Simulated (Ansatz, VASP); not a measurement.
**Ni3Se4 (Wilkmanite): VASP beside Ansatz**

One calculation is typed for both programs; each brings its own data sets and cutoff. How far apart do they land?

Calculated with Ansatz 0.2.0; plane waves, with VASP 6.6.1 beside it; single point at PBEsol and single point at PBEsol, DFT+U.

### 1. Set-up

It takes space group C2/m (No. 12, monoclinic). The conventional cell has a = 12.142 Å, b = 3.633 Å, c = 6.190 Å, α = 90.00°, β = 120.61°, γ = 90.00°. Nearest to Se lie 5 Ni at 2.44 to 2.47 Å. Se has 4 Ni at 2.44 to 2.47 Å nearest. Ni has 6 Se at 2.44 to 2.47 Å and 1 Ni at 2.61 Å nearest. Nearest to Ni lie 6 Se at 2.44 to 2.46 Å and 2 Ni at 2.61 Å. Farther neighbours and most contacts between anions are not listed.

### 2. VASP: single point, PBEsol

With cell and atoms fixed, the geometry can't cause a difference; cores, projectors, grids and the points listed under the comparison can.

Lines of VASP's logs that name or quote its potential files are left out, and so is its time.

The input, INCAR:

```
SYSTEM = Ni3Se4
PREC = Normal
ENCUT = 350
EDIFF = 1E-06
NELM = 150
ISMEAR = 0
SIGMA = 0.05
LREAL = .FALSE.
ALGO = Normal
GGA = PS
NBANDS = 38
ISPIN = 2
MAGMOM = 0 0 0 0 1 -1 1
LASPH = .TRUE.
LMAXMIX = 4
LORBIT = 11
LWAVE = .FALSE.
LCHARG = .FALSE.
KPAR = 2
AMIX = 0.2
BMIX = 1E-04
AMIX_MAG = 0.8
BMIX_MAG = 1E-04
NEDOS = 1200
```

The input, POSCAR:

```
Ni3Se4
1.0
    6.0708910180     -1.8165000000      0.0000000000
    6.0708910180      1.8165000000      0.0000000000
   -3.1519490422      0.0000000000      5.3277952984
Se Ni
4 3
Direct
    0.6246700000      0.6246700000      0.2913400000
    0.3753300000      0.3753300000      0.7086600000
    0.1246700000      0.1246700000      0.7913400000
    0.8753300000      0.8753300000      0.2086600000
    0.2500000000      0.2500000000      0.2500000000
    0.7500000000      0.7500000000      0.7500000000
    0.0000000000      0.0000000000      0.0000000000
```

The input, KPOINTS:

```
Automatic mesh
0
Gamma
5 5 3
0 0 0
```

PAW data sets: Se and Ni (PBE family, release 64).

Started as:

```bash
> mpirun -np 2 vasp_std
```

Numbers of over 12 decimals in the logs are rounded to 6 here.

The program printed:

```text
[banner, memory and clock lines left out]
running    2 mpi-ranks, on    1 nodes
 distrk:  each k-point on    1 cores,    2 groups
 distr:  one band on    1 cores,    1 groups

 POSCAR found type information on POSCAR SeNi
 POSCAR found :  2 types and       7 ions
|                                                                             |
|               ----> ADVICE to this user running VASP <----                  |
|                                                                             |
|     You enforced a specific xc type in the INCAR file but a different       |
|     [... a line on the potential file left out ...]
|     I HOPE YOU KNOW WHAT YOU ARE DOING!                                     |
|                                                                             |

 LDA part: xc-table for (Slater+PW92), standard interpolation
 POSCAR, INCAR and KPOINTS ok, starting setup
 FFT: planning ... GRIDC
 FFT: planning ... GRID_SOFT
 FFT: planning ... GRID
 WAVECAR not read
 entering main loop
       N       E                     dE             d eps       ncg     rms          rms(c)
DAV:   1     0.348202280918E+03    0.34820E+03   -0.17710E+04  3648   0.110E+03
DAV:   2    -0.309775267094E+01   -0.35130E+03   -0.33529E+03  3780   0.294E+02
DAV:   3    -0.382414187006E+02   -0.35144E+02   -0.33815E+02  4292   0.104E+02
DAV:   4    -0.394846163046E+02   -0.12432E+01   -0.12351E+01  4318   0.200E+01
DAV:   5    -0.395129412740E+02   -0.28325E-01   -0.28313E-01  4696   0.302E+00    0.222E+01
DAV:   6    -0.382039973257E+02    0.13089E+01   -0.26737E+01  4644   0.760E+01    0.194E+01
DAV:   7    -0.359595578845E+02    0.22444E+01   -0.60884E+00  4442   0.508E+01    0.958E+00
DAV:   8    -0.362804512909E+02   -0.32089E+00   -0.30619E+00  5192   0.295E+01    0.107E+01
DAV:   9    -0.360189364519E+02    0.26151E+00   -0.36688E+00  5608   0.264E+01    0.573E+00
DAV:  10    -0.359000215497E+02    0.11891E+00   -0.57508E-01  5352   0.108E+01    0.217E+00
DAV:  11    -0.358961339780E+02    0.38876E-02   -0.19390E-01  5352   0.658E+00    0.166E+00
DAV:  12    -0.358878941801E+02    0.82398E-02   -0.54803E-02  5436   0.334E+00    0.632E-01
DAV:  13    -0.358871529982E+02    0.74118E-03   -0.69498E-03  4608   0.706E-01    0.290E-01
DAV:  14    -0.358871971875E+02   -0.44189E-04   -0.21942E-03  5384   0.385E-01    0.151E-01
DAV:  15    -0.358872503410E+02   -0.53153E-04   -0.88002E-04  5578   0.294E-01    0.620E-02
DAV:  16    -0.358872906144E+02   -0.40273E-04   -0.28496E-04  5636   0.163E-01    0.301E-02
DAV:  17    -0.358872919713E+02   -0.13569E-05   -0.37328E-05  4698   0.622E-02    0.153E-02
DAV:  18    -0.358872919849E+02   -0.13652E-07   -0.11997E-05  4554   0.287E-02    0.884E-03
DAV:  19    -0.358872924739E+02   -0.48895E-06   -0.11097E-06  2298   0.114E-02
   1 F= -.35887292E+02 E0= -.35882181E+02  d E =-.102235E-01  mag=    -0.0721
```

Parts of OUTCAR (step 2):

```text
ion  position               nearest neighbor table
   1  0.625  0.625  0.291-   6 2.44   7 2.46   7 2.46   5 2.47   5 2.47
   2  0.375  0.375  0.709-   5 2.44   7 2.46   7 2.46   6 2.47   6 2.47
   3  0.125  0.125  0.791-   7 2.44   5 2.44   6 2.47   6 2.47
   4  0.875  0.875  0.209-   7 2.44   6 2.44   5 2.47   5 2.47
   5  0.250  0.250  0.250-   2 2.44   3 2.44   4 2.47   4 2.47   1 2.47   1 2.47   7 2.61
   6  0.750  0.750  0.750-   1 2.44   4 2.44   2 2.47   2 2.47   3 2.47   3 2.47   7 2.61
   7  0.000  0.000  0.000-   3 2.44   4 2.44   1 2.46   1 2.46   2 2.46   2 2.46   5 2.61   6 2.61

  LATTYP: Found a base centered monoclinic cell.
 ALAT       =    12.1417820360
 B/A-ratio  =     0.2992147272
 C/A-ratio  =     0.5098370224
 COS(beta)  =    -0.5091730235

 Subroutine GETGRP returns: Found  4 space group operations
 (whereof  4 operations were pure point group operations)

The static configuration has the point symmetry C_2h.

 Found     24 irreducible k-points:

   k-points           NKPTS =     24   k-points in BZ     NKDIM =     24   number of bands    NBANDS=     38

   dimension x,y,z NGX =    30 NGY =   30 NGZ =   28
   dimension x,y,z NGXF=    60 NGYF=   60 NGZF=   56

   ENCUT  =  350.0 eV  25.72 Ry    5.07 a.u.   9.67  9.67  9.44*2*pi/ulx,y,z

   NELECT =      54.0000    total number of electrons

 k-points in reciprocal lattice and weights: Automatic mesh
   0.00000000  0.00000000  0.00000000       0.013
   0.20000000  0.00000000  0.00000000       0.053
   0.40000000  0.00000000  0.00000000       0.053
   0.20000000  0.20000000  0.00000000       0.027
   0.40000000  0.20000000 -0.00000000       0.053
  -0.40000000  0.20000000  0.00000000       0.053
  -0.20000000  0.20000000  0.00000000       0.027
   0.40000000  0.40000000  0.00000000       0.027
  -0.40000000  0.40000000  0.00000000       0.027
[...]
-0.20000000 -0.40000000  0.33333333       0.053
  -0.20000000 -0.20000000  0.33333333       0.027

 average (electrostatic) potential at core
       1 -52.6084       2 -52.6084       3 -52.4741       4 -52.4741       5 -85.0518
       6 -85.0518       7 -84.9740

 E-fermi :   6.3014

 spin component 1
 k-point     1 :       0.0000    0.0000    0.0000
  band No.  band energies     occupation
    ...
     22       5.4601      1.00000
     23       5.5330      1.00000
     24       5.5515      1.00000
     25       5.7490      1.00000
     26       6.1205      1.00000
     27       6.4826      0.00000
     28       6.8659      0.00000
     29       7.0936      0.00000
     30       7.7162      0.00000
     31       7.8198      0.00000
    ...

 k-point     2 :       0.2000    0.0000    0.0000
  band No.  band energies     occupation
    ...
     22       4.7897      1.00000
     23       4.9093      1.00000
     24       5.2063      1.00000
     25       5.5057      1.00000
     26       5.6289      1.00000
     27       6.6365      0.00000
     28       6.9900      0.00000
     29       7.2129      0.00000
     30       7.5968      0.00000
     31       7.9338      0.00000
    ...

 k-point     3 :       0.4000    0.0000    0.0000
  band No.  band energies     occupation
    ...
     24       5.0117      1.00000
     25       5.1410      1.00000
     26       5.3692      1.00000
     27       5.9070      1.00000
     28       6.2888      0.63942
     29       7.0025      0.00000
     30       7.1603      0.00000
     31       7.8141      0.00000
     32      11.3484      0.00000
     33      11.7723      0.00000
    ...

 k-point     4 :       0.2000    0.2000    0.0000
  band No.  band energies     occupation
    ...
     23       4.9856      1.00000
     24       5.6049      1.00000
     25       6.0853      1.00000
     26       6.1694      0.99991
     27       6.2996      0.52036
     28       6.9209      0.00000
     29       7.0772      0.00000
     30       7.7372      0.00000
     31       7.8172      0.00000
     32       9.7699      0.00000
    ...

 k-point     5 :       0.4000    0.2000   -0.0000
  band No.  band energies     occupation
    ...
     23       5.0408      1.00000
     24       5.5002      1.00000
     25       5.5538      1.00000
     26       5.8991      1.00000
     27       5.9899      1.00000
     28       6.3995      0.00277
     29       6.6154      0.00000
     30       7.2080      0.00000
     31       7.4992      0.00000
     32      10.7859      0.00000
    ...

 k-point     6 :      -0.4000    0.2000    0.0000
  band No.  band energies     occupation
    ...
     24       4.9672      1.00000
     25       5.1845      1.00000
     26       5.3083      1.00000
     27       5.7806      1.00000
     28       5.9857      1.00000
     29       6.3225      0.27554
     30       6.8022      0.00000
     31       7.5747      0.00000
     32      10.0487      0.00000
     33      12.1722      0.00000
    ...

  Total       -4.1348295     -2.5022447     -3.4484637      0.0000000      0.0000000     -0.2834901
  in kB      -56.3771112    -34.1173262    -47.0187282      0.0000000      0.0000000     -3.8652986
  external PRESSURE =     -45.8377219 kB  Pullay stress =       0.0000000 kB

  energy-cutoff  :      350.00
  volume of cell :      117.51
      direct lattice vectors                 reciprocal lattice vectors
     6.070891018 -1.816500000  0.000000000     0.082360233 -0.275254611  0.048724706
     6.070891018  1.816500000  0.000000000     0.082360233  0.275254611  0.048724706
    -3.151949042  0.000000000  5.327795298     0.000000000  0.000000000  0.187694899

 POSITION                                       TOTAL-FORCE (eV/Angst)
 -----------------------------------------------------------------------------------
      6.66632      0.00000      1.55220         0.351224      0.000000      0.420840
      2.32351      0.00000      3.77560        -0.351255      0.000000     -0.420835
     -0.98055      0.00000      4.21610         0.502041      0.000000     -0.028443
      9.97038      0.00000      1.11170        -0.502012      0.000000      0.028438
      2.24746      0.00000      1.33195         0.743047      0.000000     -0.366318
      6.74237      0.00000      3.99585        -0.743054      0.000000      0.366305
      0.00000      0.00000      0.00000         0.000010      0.000000      0.000012
 -----------------------------------------------------------------------------------
    total drift:                               -0.000009      0.000000      0.000015

  FREE ENERGIE OF THE ION-ELECTRON SYSTEM (eV)
  ---------------------------------------------------
  free  energy   TOTEN  =       -35.8872924739 eV

  energy  without entropy=      -35.8770689432  energy(sigma->0) =      -35.88218071

 total charge
# of ion       s       p       d       tot
------------------------------------------
    1        1.481   2.233   0.073   3.788
    2        1.481   2.233   0.073   3.788
    3        1.490   2.202   0.061   3.752
    4        1.490   2.202   0.061   3.752
    5        0.415   0.476   8.371   9.262
    6        0.415   0.476   8.371   9.262
    7        0.406   0.468   8.430   9.304
--------------------------------------------------
tot          7.178  10.290  25.439  42.907

 magnetization (x)
# of ion       s       p       d       tot
------------------------------------------
    1       -0.001  -0.003  -0.000  -0.003
    2       -0.001  -0.003  -0.000  -0.003
    3       -0.001  -0.003  -0.000  -0.004
    4       -0.001  -0.003  -0.000  -0.004
    5       -0.000  -0.000  -0.023  -0.024
    6       -0.000  -0.000  -0.023  -0.024
    7       -0.000  -0.001  -0.002  -0.003
--------------------------------------------------
tot         -0.003  -0.012  -0.049  -0.064

[... 6 further parts left out ...]
```

The moments of the start collapse, so the state is non-magnetic; other starts or orders were not tried. The k-mesh is coarse for a metal.

(Continued in part 2 of 2.)

[Lines on the potential files, build, host, timing and source positions are cut from VASP's logs without a mark.]

[Logs are printed without paths, hosts, clocks, repeated set-up lines and the standing remarks that a program may print on its own settings, such as how far it seeks lower states.]

[Hosts, paths, dates, database ids (printed as entryN), source tags and the programs' standing remarks are cut or masked in the printed files.]
